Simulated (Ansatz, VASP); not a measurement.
**Pd (Palladium) in two plane-wave programs**

Wanted: the spread between two codes on one cell, functional and k mesh.

Program: Ansatz 0.2.0. Level of theory: plane waves, with VASP 6.6.1 beside it; single point at LDA. Results are calculated unless marked as measured.

## (1) The structure

It takes space group Fm-3m (No. 225, cubic). The conventional cell has a = 3.893 Å, b = 3.893 Å, c = 3.893 Å, α = 90.00°, β = 90.00°, γ = 90.00°. Nearest to Pd lie 12 Pd at 2.75 Å.

## (2) Ansatz: single point, LDA

Ansatz runs on its default PAW (the set named soft_2) files.

A single point gives forces, pressure and levels at one fixed geometry, so differences don't come from the geometry; what else differs is listed under the comparison.

The input, input.yaml:

```yaml
crystal:
  lattice:
    - [0.0, 1.9465, 1.9465]
    - [1.9465, 0.0, 1.9465]
    - [1.9465, 1.9465, 0.0]
  atoms:
    - { symbol: Pd, position: [0.0, 0.0, 0.0] }
hamiltonian:
  xc: lda
  pseudopotentials: { kind: paw }
kpoints:
  mp_grid: { grid: [10, 10, 10] }
scf:
  occupations: { method: gaussian, width: 0.5 }
  n_extra_bands: 4
output:
  forces: true
  stress: true
  eigenvalues: true
  write_density: true
  write_potential: true
  elf: true
  volumetric_format: npy
```

Run with:

```bash
ansatz run input.yaml --threads 2 --pin off --max-ram 4608MiB --backend cpu --events-out ev --progress --plain --runs-dir out
```

Numbers of over 12 decimals in the logs are rounded to 6 here.

The log of the run:

```text
scf.n_extra_bands = 4 over 9 filled bands (N_el = 18.0): the run solves 13 bands
Engine: ansatz 0.2.0, x86_64-unknown-linux-gnu
Pseudopotentials: kind: paw
Pseudopotential: Pd, paw, valence charge 18, recommended cutoff 420 eV (normal), Pd.paw.azcp
Functional definition: SPW92
  exchange = slater_x
  correlation = pw_c
Crystal: 1 atoms, lattice volume = 14.750 Å³
Basis set: ecut = 420 eV, 283 PW (Γ)
Bands: 13, of which v1, the nominal top of the filled ones, is band 9 counted from 1 (8 counted from 0)
Symmetry: 48 space group operations
Space group: Fm-3m (ITA 225), of the structure as read, at distance tolerance 2.5e-5 Å
k-points: 47 of 1000
Non-local potential: Pd, projectors of the file, l = 0: 2, l = 1: 2, l = 2: 2, l = 3: 1
PAW form: soft (Blöchl's): semilocal exchange-correlation on the pseudo side does not see the compensation charge
PAW frozen core: Pd, regenerated for the run's functional, and the local potential with it (the file was generated under x = pbe(κ = 0.804, μ = 0.219515), c = pbe(β = 0.066725))
PAW one-centre angular grid: Pd, 590 points (default); XC on 64 Gauss nodes
Initial density: superposition of atomic densities (neutral atoms: chi_scale 0, normalization atom), corrected by the library's trained network
Initial wavefunctions: pseudopotential atomic-orbital guess
Functional: x = slater, c = lda
SCF iter   1: F=—  HF=-6844.683952 eV  |F-HF|=—  |Δ(HF+E_count)|=         —  Δρ=1.20e-2  dr2=1.62e-2  ethr=1.77e-3  ⟨swp⟩=4.9  Hψ=3053  notcnv=0
preconditioner: auto → none  [metal: Δε(μ)=0.082 eV  Ē_g=14.442 eV  σ=0.500 eV  W_gap=0.09  n_scr=8 (ndim 8)  ℏωp=30.6 eV  f_vac=0.000  D(μ)=1.42/eV (n_scr^D=14)  sad-step TF]
SCF iter   2: F=—  HF=-6844.680010 eV  |F-HF|=—  |Δ(HF+E_count)|=   3.94e-3  Δρ=3.85e-3  dr2=9.92e-4  ethr=8.98e-5  ⟨swp⟩=1.3  Hψ=1042  notcnv=0
SCF iter   3: F=—  HF=-6844.679711 eV  |F-HF|=—  |Δ(HF+E_count)|=   2.99e-4  Δρ=1.01e-3  dr2=3.67e-5  ethr=5.51e-6  ⟨swp⟩=2.0  Hψ=759  notcnv=0
SCF iter   4: F=—  HF=-6844.679708 eV  |F-HF|=—  |Δ(HF+E_count)|=   2.31e-6  Δρ=7.30e-5  dr2=5.11e-7  ethr=2.04e-7  ⟨swp⟩=2.1  Hψ=942  notcnv=0
iter 5 did not close the SCF: its close was put off for the readings that it lacked (scf_convergence_deferred on its scf_iter line)
SCF iter   5: F=-6844.679709 eV  HF=-6844.679709 eV  |F-HF|=1.39e-9  |Δ(HF+E_count)|=   3.72e-7  Δρ=6.08e-6  dr2=2.17e-9  ethr=2.84e-9  ⟨swp⟩=2.5  Hψ=1053  notcnv=0
SCF iter   6: F=-6844.679709 eV  HF=-6844.679709 eV  |F-HF|=1.58e-10  |Δ(HF+E_count)|=   1.06e-9  Δρ=1.31e-6  dr2=2.15e-10  ethr=1.21e-11  ⟨swp⟩=4.0  Hψ=2930  notcnv=0
SCF 1 converged in 6 iterations: F = -6844.679709 eV  dr2 = 2.15e-10
  greatest PAW one-centre occupation: 0.998 electrons in one spin orbital (limit 2), on the Pd atom at site 0 (counted from 0), in its partial waves of l = 0
SCF converged after 6 iterations
Free energy (F): -6844.679709 eV
Harris-Foulkes:  -6844.679709 eV  (|F-HF|=1.58e-10)
Internal energy: -6844.503513 eV  (E = F + TS)
E sigma→0 (E₀):  -6844.591611 eV
Entropy (-TS):   -0.176195 eV (-176.195 meV/atom)
Fermi energy:    19.583712 eV
--- Per-component energies (eV) ---
  E_band       = -142.142072
  E_kinetic    = 513.241211
  E_local      = -1752.062195  (includes V_loc(G=0)·N_el)
  E_nonlocal   = 222.884775
  E_hartree    = 708.371940
  E_xc         = -167.637467
  E_vxc        = -211.275475  (∫ρ·V_xc dr)
  E_paw        = -3622.666288  (= ΣΔE_a)
  E_vpaw       = -331.675290  (= ΣTr[D̂ρ^β])
  E_aug_tail   = 0.000223  (compensation charges beyond the density's cutoff)
  E_ewald      = -2747.316447
  E_core_change = 0.680734  (= ΣΔE_core)
  E_smearing   = -0.176195  (= −TS)
  E_closure    = 0.000000  (closes the sum)
  Σ components = -6844.679709   (vs F -6844.679709, Δ=0.00e0)
--- Forces (eV/Å), atoms counted from 1 ---
  atom   1  Pd     0.00000000    -0.00000000    -0.00000000
  max |Σ_I F_I| component: 3.29e-32 eV/Å
--- Stress (GPa, compression-positive) ---
       -7.427856      -0.000000      -0.000000
       -0.000000      -7.427856      -0.000000
       -0.000000       0.000000      -7.427856
  P = ⅓ Tr σ = -7.4279 GPa (-74.279 kbar)
--- Band table (eV; the first three rows and the last of 47) ---
  k-point 0: bands = [... 5 lower, 16.5984, 16.5984, 16.5984, 18.2342, 18.2342, 36.4560, 41.0906, 41.0906]
  k-point 1: bands = [... 5 lower, 16.4790, 16.7176, 16.7176, 18.1822, 18.1822, 36.7983, 39.2178, 41.5035]
  k-point 2: bands = [... 5 lower, 16.3565, 16.9003, 16.9003, 18.2151, 18.2151, 35.6023, 37.6805, 42.4998]
  k-point 46: bands = [... 5 lower, 15.4361, 16.7776, 18.2944, 19.7674, 26.9293, 29.5706, 29.6627, 31.1414]
```

The job ended after 1.2 s (2 threads of Intel Xeon 6975P-C (Granite Rapids), shared host; peak memory 0.32 GiB).

The column dr2 measures how far the density is from self-consistency, as an energy; F and HF (Harris–Foulkes) agree once it is small.

The run ends at a pressure of -7.43 GPa.

## (3) VASP: single point, LDA

The same cell, functional (in two slightly different forms), mesh and smearing now go to VASP, with its own data sets and cutoff.

Lines of VASP's logs that name or quote its potential files are left out, and so is its time.

The input, INCAR:

```
SYSTEM = Pd
PREC = Accurate
ENCUT = 400
EDIFF = 1E-06
NELM = 100
ISMEAR = 0
SIGMA = 0.5
LREAL = .FALSE.
ALGO = Normal
GGA = CA
NBANDS = 11
LORBIT = 11
LWAVE = .FALSE.
LCHARG = .FALSE.
KPAR = 2
ISIF = 2
```

The input, POSCAR:

```
Pd
1.0
    0.0000000000      1.9465000000      1.9465000000
    1.9465000000      0.0000000000      1.9465000000
    1.9465000000      1.9465000000      0.0000000000
Pd
1
Direct
    0.0000000000      0.0000000000      0.0000000000
```

The input, KPOINTS:

```
Automatic mesh
0
Gamma
10 10 10
0 0 0
```

PAW data sets: Pd (PBE family, release 64).

Run with:

```bash
mpirun -np 2 vasp_std
```

The log of the run:

```text
[banner, memory and clock lines left out]
running    2 mpi-ranks, on    1 nodes
 distrk:  each k-point on    1 cores,    2 groups
 distr:  one band on    1 cores,    1 groups

 POSCAR found type information on POSCAR Pd
 POSCAR found :  1 types and       1 ions
|                                                                             |
|               ----> ADVICE to this user running VASP <----                  |
|                                                                             |
|     You enforced a specific xc type in the INCAR file but a different       |
|     [... a line on the potential file left out ...]
|     I HOPE YOU KNOW WHAT YOU ARE DOING!                                     |
|                                                                             |

 LDA part: xc-table for (Slater(with rela. corr.)+CA(PZ))
 , standard interpolation
 POSCAR, INCAR and KPOINTS ok, starting setup
 FFT: planning ... GRIDC
 FFT: planning ... GRID_SOFT
 FFT: planning ... GRID
 WAVECAR not read
 entering main loop
       N       E                     dE             d eps       ncg     rms          rms(c)
DAV:   1     0.343700043587E+02    0.34370E+02   -0.42498E+03  1042   0.669E+02
DAV:   2    -0.666198692967E+01   -0.41032E+02   -0.39673E+02  1216   0.164E+02
DAV:   3    -0.709020590270E+01   -0.42822E+00   -0.42729E+00  1244   0.180E+01
DAV:   4    -0.709218829526E+01   -0.19824E-02   -0.19821E-02  1244   0.130E+00
DAV:   5    -0.709221139759E+01   -0.23102E-04   -0.23102E-04  1326   0.126E-01    0.895E+00
DAV:   6    -0.663615718902E+01    0.45605E+00   -0.19540E+00  1271   0.113E+01    0.357E+00
DAV:   7    -0.662521871376E+01    0.10938E-01   -0.33160E-02  1338   0.104E+00    0.191E+00
DAV:   8    -0.661995828026E+01    0.52604E-02   -0.18581E-03  1285   0.425E-01    0.968E-02
DAV:   9    -0.661992752531E+01    0.30755E-04   -0.15296E-04  1411   0.106E-01    0.137E-02
DAV:  10    -0.661993190753E+01   -0.43822E-05   -0.23987E-06  1317   0.110E-02    0.105E-02
DAV:  11    -0.661993173498E+01    0.17255E-06   -0.46278E-08   871   0.175E-03
   1 F= -.66199317E+01 E0= -.65320227E+01  d E =-.175818E+00
```

From OUTCAR (step 3):

```text
ion  position               nearest neighbor table
   1  0.000  0.000  0.000-

  LATTYP: Found a face centered cubic cell.
 ALAT       =     3.8930000000

 Subroutine GETGRP returns: Found 48 space group operations
 (whereof 48 operations were pure point group operations)

The static configuration has the point symmetry O_h .

 Found     47 irreducible k-points:

   k-points           NKPTS =     47   k-points in BZ     NKDIM =     47   number of bands    NBANDS=     11

   dimension x,y,z NGX =    18 NGY =   18 NGZ =   18
   dimension x,y,z NGXF=    36 NGYF=   36 NGZF=   36

   ENCUT  =  400.0 eV  29.40 Ry    5.42 a.u.   4.49  4.49  4.49*2*pi/ulx,y,z

   NELECT =      10.0000    total number of electrons

 k-points in reciprocal lattice and weights: Automatic mesh
   0.00000000  0.00000000  0.00000000       0.001
   0.10000000  0.00000000  0.00000000       0.008
   0.20000000  0.00000000  0.00000000       0.008
   0.30000000  0.00000000  0.00000000       0.008
   0.40000000  0.00000000  0.00000000       0.008
   0.50000000  0.00000000  0.00000000       0.004
   0.10000000  0.10000000  0.00000000       0.006
   0.20000000  0.10000000  0.00000000       0.024
   0.30000000  0.10000000  0.00000000       0.024
[...]
-0.30000000  0.40000000  0.20000000       0.024
  -0.30000000  0.50000000  0.20000000       0.012

 average (electrostatic) potential at core
       1 -70.5152

 E-fermi :   9.5930

 k-point     1 :       0.0000    0.0000    0.0000
  band No.  band energies     occupation
    ...
      2       6.6020      2.00000
      3       6.6020      2.00000
      4       6.6020      2.00000
      5       8.2427      1.99987
      6       8.2427      1.99987
      7      26.6399      0.00000
      8      31.3482      0.00000
      9      31.3482      0.00000
     10      31.3482      0.00000
     11      35.4076      0.00000

 k-point     2 :       0.1000    0.0000    0.0000
  band No.  band energies     occupation
    ...
      2       6.4824      2.00000
      3       6.7215      2.00000
      4       6.7215      2.00000
      5       8.1907      1.99993
      6       8.1907      1.99993
      7      26.9818      0.00000
      8      29.3934      0.00000
      9      31.7566      0.00000
     10      31.7566      0.00000
     11      35.4907      0.00000

 k-point     3 :       0.2000    0.0000    0.0000
  band No.  band energies     occupation
    ...
      2       6.3602      2.00000
      3       6.9049      2.00000
      4       6.9049      2.00000
      5       8.2231      1.99989
      6       8.2231      1.99989
      7      25.6968      0.00000
      8      27.8692      0.00000
      9      32.7111      0.00000
     10      32.7111      0.00000
     11      35.1666      0.00000

  Total       -0.6647720     -0.6647720     -0.6647720      0.0000000      0.0000000      0.0000000
  in kB      -72.2087941    -72.2087941    -72.2087941      0.0000000      0.0000000      0.0000000
  external PRESSURE =     -72.2087941 kB  Pullay stress =       0.0000000 kB

  energy-cutoff  :      400.00
  volume of cell :       14.75
      direct lattice vectors                 reciprocal lattice vectors
     0.000000000  1.946500000  1.946500000    -0.256871307  0.256871307  0.256871307
     1.946500000  0.000000000  1.946500000     0.256871307 -0.256871307  0.256871307
     1.946500000  1.946500000  0.000000000     0.256871307  0.256871307 -0.256871307

 POSITION                                       TOTAL-FORCE (eV/Angst)
 -----------------------------------------------------------------------------------
      0.00000      0.00000      0.00000        -0.000000     -0.000000      0.000000
 -----------------------------------------------------------------------------------
    total drift:                                0.000000     -0.000000      0.000000

  FREE ENERGIE OF THE ION-ELECTRON SYSTEM (eV)
  ---------------------------------------------------
  free  energy   TOTEN  =        -6.6199317350 eV

  energy  without entropy=       -6.4441135855  energy(sigma->0) =       -6.53202266

 total charge
# of ion       s       p       d       tot
------------------------------------------
    1        0.471   0.482   8.470   9.422

[... 3 further parts left out ...]
```

The k-mesh is coarse for a metal. The PAW data sets were made with PBE, though LDA sets exist; this is a small mismatch.

## (4) Side by side

Known differences besides the potentials themselves: the two LDA forms differ slightly; the data sets hold 18 valence electrons in Ansatz (default PAW (the set named soft_2) files) and 10 in VASP; the cutoff is 420 eV in Ansatz and 400 eV in VASP; Ansatz makes its cores anew for this functional, VASP keeps those of its PBE data sets; VASP's log shows a relativistic correction to its local exchange, Ansatz's none. Total energies have different zeros and are not compared.

Compared:

```tsv
quantity	Ansatz	VASP	difference
pressure (GPa)	-7.43	-7.22	-0.21
```

## (5) Results

| Quantity | Value |
| --- | --- |
| difference in pressure (single point, LDA) | -0.21 GPa |

In words: The difference in pressure is -0.21 GPa (single point, LDA), within the 1 GPa picked in this series as the mark of a large difference. How closely two codes agree says nothing of how well the functional describes the real material.

[Lines on the potential files, build, host, timing and source positions are cut from VASP's logs without a mark.]

[Logs are printed without paths, hosts, clocks, repeated set-up lines and the standing remarks that a program may print on its own settings, such as how far it seeks lower states.]

[Hosts, paths, dates, database ids (printed as entryN), source tags and the programs' standing remarks are cut or masked in the printed files.]

[VASP's PBE data sets in a run with another functional are called a small mismatch above; for pressures it isn't always small: they can move by 1 GPa and more.]
